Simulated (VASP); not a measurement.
# YCuAs2: formation energy of a point defect

Aim: the formation energy and local structure of a point defect in YCuAs2. The start is a cell from a database of measured crystal structures.

Calculated with VASP 6.6.1; LDA; plane waves and PAW (Y_sv, As, Cu), in the first sound run; inputs show where later runs differ.

Most raw output is cut from this account.

## 1. The host crystal

The structure is tetragonal, space group P4/nmm (No. 129). Conventional cell: a = 3.888 Å, b = 3.888 Å, c = 9.881 Å, α = 90.00°, β = 90.00°, γ = 90.00°. Nearest to Y lie 8 As at 2.93 to 3.05 Å and 4 Cu at 3.24 Å. Nearest to As lie 4 Cu at 2.51 Å and 4 Y at 2.93 Å. As has 4 As at 2.75 Å and 4 Y at 3.05 Å nearest. Cu has 4 As at 2.51 Å and 4 Cu at 2.75 Å and 4 Y at 3.24 Å nearest. Farther neighbours are not listed.

## 2. The host at zero pressure

The later steps need the crystal at this functional's own lattice; a raised cutoff keeps the stress reliable while the cell changes.

File INCAR:

```
SYSTEM = YCuAs2
PREC = Accurate
ENCUT = 390
EDIFF = 1E-06
NELM = 120
ISMEAR = 0
SIGMA = 0.05
LREAL = .FALSE.
ALGO = Normal
GGA = CA
NBANDS = 40
LORBIT = 11
LWAVE = .FALSE.
LCHARG = .FALSE.
KPAR = 4
IBRION = 2
NSW = 40
ISIF = 3
EDIFFG = -0.02
POTIM = 0.4
```

File POSCAR:

```
YCuAs2
1.0
    3.8880000000      0.0000000000      0.0000000000
    0.0000000000      3.8880000000      0.0000000000
    0.0000000000      0.0000000000      9.8810000000
Y As Cu
2 4 2
Direct
    0.0000000000      0.5000000000      0.7624300000
    0.5000000000      0.0000000000      0.2375700000
    0.5000000000      0.0000000000      0.6608600000
    0.0000000000      0.5000000000      0.3391400000
    0.5000000000      0.5000000000      0.0000000000
    0.0000000000      0.0000000000      0.0000000000
    0.5000000000      0.5000000000      0.5000000000
    0.0000000000      0.0000000000      0.5000000000
```

File KPOINTS:

```
Automatic mesh
0
Gamma
5 5 2
0 0 0
```

The projector-augmented-wave data sets are Y_sv, As and Cu (LDA family, release 64).

Started as:

```
$ mpirun -np 4 vasp_std
```

It took 3 min on 4 MPI ranks of AMD EPYC 7R43, shared host; peak memory 0.74 GiB; 12 min of CPU time.

The k-mesh is coarse for a metal. The run keeps the 16 symmetry operations of its start, so it cannot find a distortion of lower symmetry.

The steps of the relaxation:

```
step  energy less that of the first step (eV)  largest force (eV/Å)  pressure (GPa)  volume (Å³)
   1                                   0.0000                0.4201           -5.53       149.37
   2                                  -0.1342                0.0665            2.51       138.49
   3                                  -0.1541                0.1134            0.17       141.27
   4                                  -0.1541                0.1063            0.23       141.11
   5                                  -0.1617                0.0582            0.22       141.19
   6                                  -0.1641                0.0340            0.03       141.27
   7                                  -0.1641                0.0309            0.14       141.27
   8                                  -0.1643                0.0178           -0.12       141.56
```

```
conventional cell, symmetrised  before  after  change
                         a (Å)   3.888  3.846  -1.1 %
                         b (Å)   3.888  3.846  -1.1 %
                         c (Å)   9.881  9.573  -3.1 %
              volume (Å³/atom)   18.67  17.70  -5.2 %
```

The atoms that moved most (Å, as changes of fractional coordinates times the final cell):

```
atom     dx     dy      dz  length
 As4  0.000  0.000   0.021   0.021
 As3  0.000  0.000  -0.021   0.021
  Y2  0.000  0.000  -0.012   0.012
  Y1  0.000  0.000   0.012   0.012
```

The relaxed structure:

```cif
data_structure
_symmetry_space_group_name_H-M 'P 1'
_symmetry_Int_Tables_number 1
_cell_length_a 3.8455
_cell_length_b 3.8455
_cell_length_c 9.5728
_cell_angle_alpha 90.000
_cell_angle_beta 90.000
_cell_angle_gamma 90.000
_cell_volume 141.56
loop_
_atom_site_label
_atom_site_type_symbol
_atom_site_fract_x
_atom_site_fract_y
_atom_site_fract_z
_atom_site_occupancy
Y1 Y 0.00000 0.50000 0.76371 1
Y2 Y 0.50000 0.00000 0.23629 1
As3 As 0.50000 0.00000 0.65871 1
As4 As 0.00000 0.50000 0.34129 1
As5 As 0.50000 0.50000 0.00000 1
As6 As 0.00000 0.00000 0.00000 1
Cu7 Cu 0.50000 0.50000 0.50000 1
Cu8 Cu 0.00000 0.00000 0.50000 1
```

This step gave:

```yaml
electronic_cycles: 81
electrons: 64
free_energy_toten: -52.0038 eV
energy_at_zero_smearing: -52.0025 eV
fermi_energy: 6.220 eV
labelled_metallic_from_the_levels_on_this_mesh: yes
```

The run ended after 8 ionic steps, 0.164 eV below its first step, once forces and stress met EDIFFG = -0.02.

## 3. Relax the host again, on a new basis

The volume changed by more than 5 %, so the plane waves of the start no longer fit; a second relaxation removes that error.

INCAR: that of step 2 with these lines changed.

```diff
@@ -16,3 +16,3 @@
 IBRION = 2
-NSW = 40
+NSW = 30
 ISIF = 3
```

File POSCAR:

```
YCuAs2
1.0
    3.8455187580      0.0000000000      0.0000000000
    0.0000000000      3.8455187580      0.0000000000
    0.0000000000      0.0000000000      9.5727569725
Y As Cu
2 4 2
Direct
    0.0000000000      0.5000000000      0.7637100677
    0.5000000000      0.0000000000      0.2362899323
    0.5000000000      0.0000000000      0.6587125563
    0.0000000000      0.5000000000      0.3412874437
    0.5000000000      0.5000000000      0.0000000000
    0.0000000000      0.0000000000      0.0000000000
    0.5000000000      0.5000000000      0.5000000000
    0.0000000000      0.0000000000      0.5000000000
```

KPOINTS is that of step 2.

Started as:

```
$ mpirun -np 4 vasp_std
```

Run time: 28 s. Hardware: 4 MPI ranks; peak memory 0.66 GiB.

Little changed from the start: no atom moved by 0.005 Å and no cell edge by 0.1 %.

Numbers from this step:

| Property | Result |
| --- | --- |
| electronic cycles | 19 |
| free energy (TOTEN) | -51.9959 eV |
| energy at zero smearing | -51.9946 eV |
| Fermi energy | 6.221 eV |

The start already met the threshold, so nothing moved.

## 4. The perfect supercell

System of this step: YCuAs2. The cell holds 48 atoms: 12 Y, 24 As and 12 Cu. Cell: a = 8.599 Å, b = 11.537 Å, c = 9.573 Å, α = 90.0°, β = 90.0°, γ = 63.4°. It derives from YCuAs2.

The same cell, mesh and cutoff without the defect give the energy to subtract and, in a gapped host, the band edges to count from, so that most errors cancel.

File INCAR:

```
SYSTEM = YCuAs2
PREC = Normal
ENCUT = 300
EDIFF = 1E-05
NELM = 120
ISMEAR = 1
SIGMA = 0.2
LREAL = Auto
ALGO = Fast
GGA = CA
LORBIT = 11
LWAVE = .FALSE.
LCHARG = .FALSE.
KPAR = 4
```

File POSCAR:

```
YCuAs2
1.0
    7.6910375160      3.8455187580      0.0000000000
    0.0000000000     11.5365562740      0.0000000000
    0.0000000000      0.0000000000      9.5727569725
Y As Cu
12 24 12
Direct
    0.0000000000      0.1666666667      0.7637100677
    0.0000000000      0.5000000000      0.7637100677
    0.0000000000      0.8333333333      0.7637100677
    0.5000000000      0.3333333333      0.7637100677
    0.5000000000      0.6666666667      0.7637100677
    0.5000000000      0.0000000000      0.7637100677
    0.2500000000      0.9166666667      0.2362899323
    0.2500000000      0.2500000000      0.2362899323
    0.2500000000      0.5833333333      0.2362899323
    0.7500000000      0.0833333333      0.2362899323
    0.7500000000      0.4166666667      0.2362899323
    0.7500000000      0.7500000000      0.2362899323
    0.2500000000      0.9166666667      0.6587125563
    0.2500000000      0.2500000000      0.6587125563
    0.2500000000      0.5833333333      0.6587125563
    0.7500000000      0.0833333333      0.6587125563
    0.7500000000      0.4166666667      0.6587125563
    0.7500000000      0.7500000000      0.6587125563
    0.0000000000      0.1666666667      0.3412874437
    0.0000000000      0.5000000000      0.3412874437
    0.0000000000      0.8333333333      0.3412874437
    0.5000000000      0.3333333333      0.3412874437
    0.5000000000      0.6666666667      0.3412874437
    0.5000000000      0.0000000000      0.3412874437
    0.2500000000      0.0833333333      0.0000000000
    0.2500000000      0.4166666667      0.0000000000
    0.2500000000      0.7500000000      0.0000000000
    0.7500000000      0.2500000000      0.0000000000
    0.7500000000      0.5833333333      0.0000000000
    0.7500000000      0.9166666667      0.0000000000
    0.0000000000      0.0000000000      0.0000000000
    0.0000000000      0.3333333333      0.0000000000
    0.0000000000      0.6666666667      0.0000000000
    0.5000000000      0.1666666667      0.0000000000
    0.5000000000      0.5000000000      0.0000000000
    0.5000000000      0.8333333333      0.0000000000
    0.2500000000      0.0833333333      0.5000000000
    0.2500000000      0.4166666667      0.5000000000
    0.2500000000      0.7500000000      0.5000000000
    0.7500000000      0.2500000000      0.5000000000
    0.7500000000      0.5833333333      0.5000000000
    0.7500000000      0.9166666667      0.5000000000
    0.0000000000      0.0000000000      0.5000000000
    0.0000000000      0.3333333333      0.5000000000
    0.0000000000      0.6666666667      0.5000000000
    0.5000000000      0.1666666667      0.5000000000
    0.5000000000      0.5000000000      0.5000000000
    0.5000000000      0.8333333333      0.5000000000
```

File KPOINTS:

```
Automatic mesh
0
Gamma
3 3 3
0 0 0
```

Started as:

```
$ mpirun -np 4 vasp_std
```

Elapsed: 8.7 min, on 4 MPI ranks; peak memory 2.3 GiB.

This step gave:

* electronic cycles: 27
* electrons: 384
* free energy (TOTEN): -312.4591 eV
* energy at zero smearing: -312.4643 eV
* Fermi energy: 6.328 eV

Force (size) by element, in eV/Å:

```
element  atoms   mean  spread (r.m.s.)  least  largest
      Y     12  0.292            0.000  0.292    0.292
     As     24  0.042            0.038  0.004    0.080
     Cu     12  0.009            0.000  0.009    0.009
```

The atoms with the largest values:

```
atom        x, y, z (Å)          force (eV/Å)
  Y1   0.00, 1.92, 7.31  0.000, 0.000, -0.292
  Y2   0.00, 5.77, 7.31  0.000, 0.000, -0.292
  Y3   0.00, 9.61, 7.31  0.000, 0.000, -0.292
  Y4   3.85, 5.77, 7.31  0.000, 0.000, -0.292
  Y5   3.85, 9.61, 7.31  0.000, 0.000, -0.292
  Y6   3.85, 1.92, 7.31  0.000, 0.000, -0.292
  Y7  1.92, 11.54, 2.26   0.000, 0.000, 0.292
  Y8   1.92, 3.85, 2.26   0.000, 0.000, 0.292
```

At this mesh and cutoff the unrelaxed perfect cell keeps forces of up to 0.29 eV/Å, which the defect cells can relax away, so the formation energies come out somewhat too low.

The host is treated as a metal, as its relaxation found a gap under 0.3 eV or none, and only the neutral defect is run.

## 5. Reference Cu

This step: LDA; plane waves and PAW (Cu) (VASP 6.6.1).

System of this step: Cu. Symmetry: Fm-3m, No. 225, cubic system. The conventional cell has a = 3.610 Å, b = 3.610 Å, c = 3.610 Å, α = 90.00°, β = 90.00°, γ = 90.00°. Nearest to Cu lie 12 Cu at 2.55 Å.

The reference for Cu is its crystal, relaxed at the cutoff of the large cell.

File INCAR:

```
SYSTEM = Cu
PREC = Normal
ENCUT = 300
EDIFF = 1E-05
NELM = 120
ISMEAR = 1
SIGMA = 0.1
LREAL = Auto
ALGO = Fast
GGA = CA
NBANDS = 11
LORBIT = 11
LWAVE = .FALSE.
LCHARG = .FALSE.
KPAR = 4
IBRION = 2
NSW = 25
ISIF = 3
EDIFFG = -0.02
POTIM = 0.4
```

File POSCAR:

```
Cu
1.0
    0.0000000000      1.8050000000      1.8050000000
    1.8050000000      0.0000000000      1.8050000000
    1.8050000000      1.8050000000      0.0000000000
Cu
1
Direct
    0.0000000000      0.0000000000      0.0000000000
```

File KPOINTS:

```
Automatic mesh
0
Gamma
13 13 13
0 0 0
```

The projector-augmented-wave data sets are Cu (LDA family, release 64).

Started as:

```
$ mpirun -np 4 vasp_std
```

The job ended after 5.6 s (4 MPI ranks; peak memory 0.29 GiB; 20 s of CPU time).

This run has no spin polarisation. Its electron count is odd, so without a moment it is a metal by construction. The run keeps the 48 symmetry operations of its start, so it cannot find a distortion of lower symmetry.

The steps of the relaxation:

```
step  energy less that of the first step (eV)  largest force (eV/Å)  pressure (GPa)  volume (Å³)
   1                                   0.0000                0.0000          -17.12        11.76
   2                                  -0.0037                0.0000           16.99        10.13
   3                                  -0.0412                0.0000           -1.10        10.93
   4                                  -0.0413                0.0000            0.98        10.88
   5                                  -0.0413                0.0000           -0.22        10.90
```

```
conventional cell, symmetrised  before  after  change
                         a (Å)   3.610  3.520  -2.5 %
                         b (Å)   3.610  3.520  -2.5 %
                         c (Å)   3.610  3.520  -2.5 %
              volume (Å³/atom)   11.76  10.90  -7.3 %
```

Final coordinates:

```xyz
1
Lattice="0.0000 1.7600 1.7600 1.7600 0.0000 1.7600 1.7600 1.7600 0.0000" Properties=species:S:1:pos:R:3 pbc="T T T"
Cu    0.0000    0.0000    0.0000
```

This step gave:

```yaml
electronic_cycles: 40
electrons: 11
free_energy_toten: -4.722 eV
energy_at_zero_smearing: -4.722 eV
fermi_energy: 8.606 eV
```

The run ended after 5 ionic steps, 0.041 eV below its first step, once forces and stress met EDIFFG = -0.02.

Energy at zero smearing: -4.72201 eV.

## 6. Reference Y

This step: LDA; plane waves and PAW (Y_sv) (VASP 6.6.1).

System of this step: Y. Symmetry: P6_3/mmc, No. 194, hexagonal system. Conventional cell: a = 3.650 Å, b = 3.650 Å, c = 5.734 Å, α = 90.00°, β = 90.00°, γ = 120.00°. Nearest to Y lie 12 Y at 3.56 to 3.65 Å.

The reference for Y is its crystal, relaxed at the cutoff of the large cell.

INCAR: that of step 5 with these lines changed.

```diff
@@ -1,2 +1,2 @@
-SYSTEM = Cu
+SYSTEM = Y
 PREC = Normal
@@ -10,3 +10,3 @@
 GGA = CA
-NBANDS = 11
+NBANDS = 17
 LORBIT = 11
```

File POSCAR:

```
Y
1.0
    3.6500000000      0.0000000000      0.0000000000
   -1.8250000000      3.1609927238      0.0000000000
    0.0000000000      0.0000000000      5.7341500000
Y
2
Direct
    0.0000000000      0.0000000000      0.0000000000
    0.3333333333      0.6666666667      0.5000000000
```

File KPOINTS:

```
Automatic mesh
0
Gamma
8 8 5
0 0 0
```

Potentials, in the order of the species: Y_sv (LDA family, release 64).

Started as:

```
$ mpirun -np 4 vasp_std
```

It took 13 s on 4 MPI ranks; peak memory 0.41 GiB.

After so large a change of volume the plane waves of the start cell no longer fit, so the final stress carries a basis-set error. The run keeps the 24 symmetry operations of its start, so it cannot find a distortion of lower symmetry.

Step by step:

```
step  energy less that of the first step (eV)  largest force (eV/Å)  pressure (GPa)  volume (Å³)
   1                                   0.0000                0.0000           -4.10        66.16
   2                                  -0.0925                0.0000           -0.42        59.88
   3                                  -0.0931                0.0000            0.20        59.32
   4                                  -0.0931                0.0000           -0.31        59.50
   5                                  -0.0934                0.0000           -0.10        59.46
   6                                  -0.0936                0.0000           -0.02        59.36
```

```
conventional cell, symmetrised  before  after   change
                         a (Å)   3.650  3.515   -3.7 %
                         b (Å)   3.650  3.515   -3.7 %
                         c (Å)   5.734  5.549   -3.2 %
              volume (Å³/atom)   33.08  29.68  -10.3 %
```

Final coordinates:

```xyz
2
Lattice="3.5145 0.0000 0.0000 -1.7573 3.0437 0.0000 0.0000 0.0000 5.5487" Properties=species:S:1:pos:R:3 pbc="T T T"
Y     0.0000    0.0000    0.0000
Y     0.0000    2.0291    2.7744
```

This step gave:

```yaml
electronic_cycles: 57
electrons: 22
free_energy_toten: -13.88 eV
energy_at_zero_smearing: -13.88 eV
fermi_energy: 3.316 eV
```

The run ended after 6 ionic steps, 0.094 eV below its first step, once forces and stress met EDIFFG = -0.02.

Energy at zero smearing: -13.88041 eV.

## 7. The defect cell

This step: LDA, spin-polarised, with small moments to start from; plane waves and PAW (Cu, Y_sv, As) (VASP 6.6.1).

System of this step: Y11Cu13As24. The cell holds 48 atoms: 13 Cu, 11 Y and 24 As. Cell: a = 8.599 Å, b = 11.537 Å, c = 9.573 Å, α = 90.0°, β = 90.0°, γ = 63.4°. It derives from YCuAs2. Nearest the centre at fractional (0.000, 0.167, 0.764): Cu1 at 0.00 Å, As25 at 2.90 Å, As26 at 2.90 Å, As29 at 2.90 Å, As28 at 2.90 Å, As44 at 2.97 Å, As40 at 2.97 Å, As37 at 2.97 Å.

The host is treated as a metal, since its gap is under 0.3 eV or closed. The atoms relax at the host's fixed cell.

File INCAR:

```
SYSTEM = Y11Cu13As24
PREC = Normal
ENCUT = 300
EDIFF = 1E-05
NELM = 120
ISMEAR = 1
SIGMA = 0.2
LREAL = Auto
ALGO = Fast
GGA = CA
ISPIN = 2
MAGMOM = 0.6 0 0 0 0 0 0 0 0 0 0 0 0 0 0 0 0 0 0 0 0 0 0 0 0.6 0.6 0 0 0.6 0 0 0 0 0 0 0 0 0 0 0 0 0 0 0 0 0 0 0
LMAXMIX = 4
LORBIT = 11
LWAVE = .FALSE.
LCHARG = .TRUE.
KPAR = 4
IBRION = 2
NSW = 50
ISIF = 2
EDIFFG = -0.03
POTIM = 0.4
MAXMIX = 40
ISYM = 2
```

File POSCAR:

```
Y11Cu13As24
1.0
    7.6910375160      3.8455187580      0.0000000000
    0.0000000000     11.5365562740      0.0000000000
    0.0000000000      0.0000000000      9.5727569725
Cu Y As
13 11 24
Direct
    0.0000000000      0.1666666700      0.7637100700
    0.2500000000      0.0833333300      0.5000000000
    0.2500000000      0.4166666700      0.5000000000
    0.2500000000      0.7500000000      0.5000000000
    0.7500000000      0.2500000000      0.5000000000
    0.7500000000      0.5833333300      0.5000000000
    0.7500000000      0.9166666700      0.5000000000
    0.0000000000      0.0000000000      0.5000000000
    0.0000000000      0.3333333300      0.5000000000
    0.0000000000      0.6666666700      0.5000000000
    0.5000000000      0.1666666700      0.5000000000
    0.5000000000      0.5000000000      0.5000000000
    0.5000000000      0.8333333300      0.5000000000
    0.0000000000      0.5000000000      0.7637100700
    0.0000000000      0.8333333300      0.7637100700
    0.5000000000      0.3333333300      0.7637100700
    0.5000000000      0.6666666700      0.7637100700
    0.5000000000      0.0000000000      0.7637100700
    0.2500000000      0.9166666700      0.2362899300
    0.2500000000      0.2500000000      0.2362899300
    0.2500000000      0.5833333300      0.2362899300
    0.7500000000      0.0833333300      0.2362899300
    0.7500000000      0.4166666700      0.2362899300
    0.7500000000      0.7500000000      0.2362899300
    0.2500000000      0.9166666700      0.6587125600
    0.2500000000      0.2500000000      0.6587125600
    0.2500000000      0.5833333300      0.6587125600
    0.7500000000      0.0833333300      0.6587125600
    0.7500000000      0.4166666700      0.6587125600
    0.7500000000      0.7500000000      0.6587125600
    0.0000000000      0.1666666700      0.3412874400
    0.0000000000      0.5000000000      0.3412874400
    0.0000000000      0.8333333300      0.3412874400
    0.5000000000      0.3333333300      0.3412874400
    0.5000000000      0.6666666700      0.3412874400
    0.5000000000      0.0000000000      0.3412874400
    0.2500000000      0.0833333300      0.0000000000
    0.2500000000      0.4166666700      0.0000000000
    0.2500000000      0.7500000000      0.0000000000
    0.7500000000      0.2500000000      0.0000000000
    0.7500000000      0.5833333300      0.0000000000
    0.7500000000      0.9166666700      0.0000000000
    0.0000000000      0.0000000000      0.0000000000
    0.0000000000      0.3333333300      0.0000000000
    0.0000000000      0.6666666700      0.0000000000
    0.5000000000      0.1666666700      0.0000000000
    0.5000000000      0.5000000000      0.0000000000
    0.5000000000      0.8333333300      0.0000000000
```

File KPOINTS:

```
Automatic mesh
0
Gamma
3 3 3
0 0 0
```

The projector-augmented-wave data sets are Cu, Y_sv and As (LDA family, release 64).

Started as:

```
$ mpirun -np 4 vasp_std
```

Elapsed: 51 min, on 4 MPI ranks.

The run was stopped at its time limit, so it gives no result of its own.

## 8. Summary of results

- result: none

In words: The session ends without its result: «relax the defect» met its time limit.

[Lines on the potential files, build, host, timing and source positions are cut from VASP's logs without a mark.]

[Logs are printed without paths, hosts, clocks, repeated set-up lines and the standing remarks that a program may print on its own settings, such as how far it seeks lower states.]

[Hosts, paths, dates, database ids (printed as entryN), source tags and the programs' standing remarks are cut or masked in the printed files.]

[In band tables of VASP the shares of atoms and orbitals are scaled to a sum of 1 inside the atoms' spheres.]

[Runs that stopped without an error message from VASP are left out.]
